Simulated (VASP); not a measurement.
Input:

```xyz
4
Lattice="3.8540 0.0000 0.0000 0.0000 3.8540 0.0000 0.0000 0.0000 3.8540" Properties=species:S:1:pos:R:3 pbc="T T T"
Al     0.0000     0.0000     0.0000
Pt     0.0000     1.9270     1.9270
Pt     1.9270     0.0000     1.9270
Pt     1.9270     1.9270     0.0000
```

Computed with LDA (Ceperley-Alder, Perdew-Zunger), VASP's LDA PAW potentials (set 64) (plane waves; VASP 6.6.1). Run with 400 eV cut-off, 9×9×9 Γ-centred mesh, tetrahedra with Blöchl corrections, potentials Al Pt.

Unless said otherwise, spin-orbit coupling is left out, though it shifts the bands of the heavy elements here.

### Question
Predict the energy per atom (σ→0), band gap (on the k-mesh) with the smallest direct gap where there is one.

### Answer

```
Quantity                                                    Result
------------------------  ----------------------------------------
band gap (on the k-mesh)  none (metal, semimetal or under 0.01 eV)
energy per atom (σ→0)                               -7.393 eV/atom
```

Total energies compare only between runs with the same potentials, cut-off and functional.

The structure comes from a computed database's AlPt3 entry (Pm-3m); how it stands against other phases isn't given here. It was relaxed first. The electron count is odd and the run is not spin-polarised, which forces a metal.
